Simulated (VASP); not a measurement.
# Fe2O3 (Hematite): input slips in a band-gap run and what they do, part 3 of 3

Aim: see how common mistakes in a band-structure run show up, on Fe2O3 (Hematite). The starting structure is a measured crystal structure from the Crystallography Open Database. Cell and atoms stay as given unless a step says otherwise.

VASP 6.6.1.

Results so far: reference 0.276 eV; a cutoff far too low no gap to read; one electron missing no gap to read.

## (7) Bands with spin polarisation switched off

Level of this step: LDA, no spin polarisation; plane waves and PAW (Fe, O) (VASP).

A slip made on purpose: spin polarisation switched off. Against step 2 the input has no ISPIN and no MAGMOM (also changed: NBANDS and LMAXMIX).

Input file INCAR:

```
SYSTEM = Fe2O3
PREC = Accurate
ENCUT = 460
EDIFF = 1E-06
NELM = 100
ISMEAR = 0
SIGMA = 0.03
LREAL = .FALSE.
ALGO = Normal
GGA = CA
NBANDS = 58
LORBIT = 11
LWAVE = .FALSE.
LCHARG = .FALSE.
KPAR = 8
```

Input file POSCAR:

```
Fe2O3
1.0
    2.5190000000      1.4543453281      4.5906666667
   -2.5190000000      1.4543453281      4.5906666667
    0.0000000000     -2.9086906562      4.5906666667
Fe O
4 6
Direct
    0.3553000000      0.3553000000      0.3553000000
    0.1447000000      0.1447000000      0.1447000000
    0.6447000000      0.6447000000      0.6447000000
    0.8553000000      0.8553000000      0.8553000000
    0.5559000000      0.2500000000      0.9441000000
    0.2500000000      0.9441000000      0.5559000000
    0.9441000000      0.5559000000      0.2500000000
    0.4441000000      0.7500000000      0.0559000000
    0.7500000000      0.0559000000      0.4441000000
    0.0559000000      0.4441000000      0.7500000000
```

Input file KPOINTS:

```
Automatic mesh
0
Gamma
6 6 6
0 0 0
```

Input file KPOINTS_OPT:

```
Line mode
8
Line-mode
Reciprocal
  0.00000000   0.00000000   0.00000000 GAMMA
  0.50000000   0.00000000   0.00000000 L

  0.50000000   0.00000000   0.00000000 L
  0.50000000   0.23357686  -0.23357686 B1

  0.76642314   0.50000000   0.23357686 B
  0.50000000   0.50000000   0.50000000 Z

  0.50000000   0.50000000   0.50000000 Z
  0.00000000   0.00000000   0.00000000 GAMMA

  0.00000000   0.00000000   0.00000000 GAMMA
  0.36678843   0.00000000  -0.36678843 X

  0.63321157   0.36678843   0.00000000 Q
  0.50000000   0.50000000   0.00000000 F

  0.50000000   0.50000000   0.00000000 F
  0.63321157   0.63321157   0.23357686 P1

  0.63321157   0.63321157   0.23357686 P1
  0.50000000   0.50000000   0.50000000 Z

  0.50000000   0.00000000   0.00000000 L
  0.76642314   0.36678843   0.36678843 P
```

PAW data sets: Fe and O (LDA family, release 64).

Run with:

```console
$ mpirun -np 8 vasp_std
```

Output:

```text
[... set-up lines as in an earlier step ...]
 entering main loop
       N       E                     dE             d eps       ncg     rms          rms(c)
DAV:   1     0.741077342582E+03    0.74108E+03   -0.26863E+04  3712   0.129E+03
DAV:   2     0.168152218682E+02   -0.72426E+03   -0.65009E+03  3822   0.361E+02
DAV:   3    -0.944546087981E+02   -0.11127E+03   -0.10256E+03  4130   0.158E+02
DAV:   4    -0.100324904214E+03   -0.58703E+01   -0.57226E+01  4632   0.399E+01
[...]
DAV:  14    -0.812820939128E+02   -0.14430E-05   -0.17333E-05  4150   0.611E-02    0.169E-02
DAV:  15    -0.812820905623E+02    0.33505E-05   -0.50240E-06  3062   0.383E-02    0.526E-03
DAV:  16    -0.812820904486E+02    0.11377E-06   -0.43438E-07  2108   0.656E-03
   1 F= -.81282090E+02 E0= -.81278347E+02  d E =-.748736E-02
 Start KPOINTS_OPT (optional k-point list driver)
k-point batch [1-32\72]
       N       E                     dE             ncg
DAV:   1     0.192606812701E+05   -0.18459E+05     3720
DAV:   2    -0.178165265543E+04   -0.21042E+05     3784
DAV:   3    -0.491342482538E+04   -0.31318E+04     4070
DAV:   4    -0.508655392881E+04   -0.17313E+03     4584
[...]
DAV:   8    -0.508973489853E+04   -0.77982E-04     4422
DAV:   9    -0.508973490139E+04   -0.28573E-05     3024
DAV:  10    -0.508973490168E+04   -0.29046E-06     2682
[...]
k-point batch [65-72\72]
       N       E                     dE             ncg
DAV:   1     0.462228147658E+05   -0.88031E+04      936
DAV:   2     0.409797773177E+05   -0.52430E+04      952
DAV:   3     0.402029886151E+05   -0.77679E+03      984
DAV:   4     0.401595215101E+05   -0.43467E+02     1152
DAV:   5     0.401587250884E+05   -0.79642E+00     1064
DAV:   6     0.401587091133E+05   -0.15975E-01     1080
DAV:   7     0.401587086442E+05   -0.46911E-03     1056
DAV:   8     0.401587086278E+05   -0.16432E-04     1086
DAV:   9     0.401587086273E+05   -0.53344E-06      720
```

Wall time 1.7 min (8 MPI ranks of Intel Xeon Platinum 8488C (Sapphire Rapids), shared host); peak memory 2.9 GiB; 14 min of CPU time.

OUTCAR, selected parts (step 7):

```text
  Total      -28.3832607    -28.3832607    -23.3478507      0.0000000      0.0000000      0.0000000
  in kB     -450.6611818   -450.6611818   -370.7104018      0.0000000      0.0000000      0.0000000
  external PRESSURE =    -424.0109218 kB  Pullay stress =       0.0000000 kB

 POSITION                                       TOTAL-FORCE (eV/Angst)
 -----------------------------------------------------------------------------------
      0.00000      0.00000      4.89319         0.000000      0.000000     -0.505054
      0.00000      0.00000      1.99281         0.000000      0.000000      0.505054
      0.00000      0.00000      8.87881         0.000000      0.000000      0.505054
      0.00000      0.00000     11.77919         0.000000      0.000000     -0.505054
      0.77056     -1.57404      8.03367         0.110401      0.191221     -0.000000
     -1.74844      0.11969      8.03367         0.110401     -0.191221     -0.000000
      0.97788      1.45435      8.03367        -0.220803      0.000000     -0.000000
     -0.77056      1.57404      5.73833        -0.110401     -0.191221     -0.000000
      1.74844     -0.11969      5.73833        -0.110401      0.191221     -0.000000
     -0.97788     -1.45435      5.73833         0.220803      0.000000     -0.000000
 -----------------------------------------------------------------------------------
    total drift:                               -0.000000      0.000000     -0.000000

  FREE ENERGIE OF THE ION-ELECTRON SYSTEM (eV)
  ---------------------------------------------------
  free  energy   TOTEN  =       -81.2820904486 eV

  energy  without entropy=      -81.2746030877  energy(sigma->0) =      -81.27834677

[... 1 part as in an earlier step ...]

[... 2 further parts left out ...]
[key lines of the parts left out:]
E-fermi :   3.5287
```

With spin polarisation switched off there is no gap to read, since by its occupations the run counts as a metal (its levels may still leave one).

## (8) The runs compared

| run | ended | gap (eV) | core minutes |
| --- | --- | --- | --- |
| reference | converged | 0.276 | 32.8 |
| a cutoff far too low | converged | none | 4.13 |
| too few electronic steps | not converged | - | 10.5 |
| one electron missing | converged | none | 28.4 |
| a fixed density without a density file | stopped by VASP | - | 1.04 |
| spin polarisation switched off | converged | none | 13.7 |

Core minutes are wall time times ranks of the run shown, on a shared host.

## (9) Results

```yaml
reference_gap: 0.276 eV
gap_with_a_cutoff_far_too_low: none to read from the occupations
gap_with_one_electron_missing: none to read from the occupations
gap_with_spin_polarisation_switched_off: none to read from the occupations
run_with_too_few_electronic_steps: not converged
run_with_a_fixed_density_without_a_density_file: stopped by VASP
```

VASP stopped by itself in the run with a fixed density without a density file. The run with too few electronic steps didn't converge. Finished, but with signs in the output that stand out against the reference: a cutoff far too low, with no gap to read, since by its occupations the run counts as a metal (its levels may still leave one) (signs: a largest site moment of 1.57 μB against 3.26 μB, a stress of up to 359.7 GPa and forces of up to 2.34 eV/Å); one electron missing, with no gap to read, since by its occupations the run counts as a metal (its levels may still leave one) (signs: a warning on the charge density and a stress of up to 42.3 GPa); spin polarisation switched off, with no gap to read, since by its occupations the run counts as a metal (its levels may still leave one) (signs: no moments, where the reference has up to 3.26 μB, a stress of up to 45.1 GPa and forces of up to 0.51 eV/Å). Further runs on this material are not shown.

[Lines on the potential files, build, host, timing and source positions are cut from VASP's logs without a mark.]

[Logs are printed without paths, hosts, clocks, repeated set-up lines and the standing remarks that a program may print on its own settings, such as how far it seeks lower states.]

[Hosts, paths, dates, database ids (printed as entryN), source tags and the programs' standing remarks are cut or masked in the printed files.]
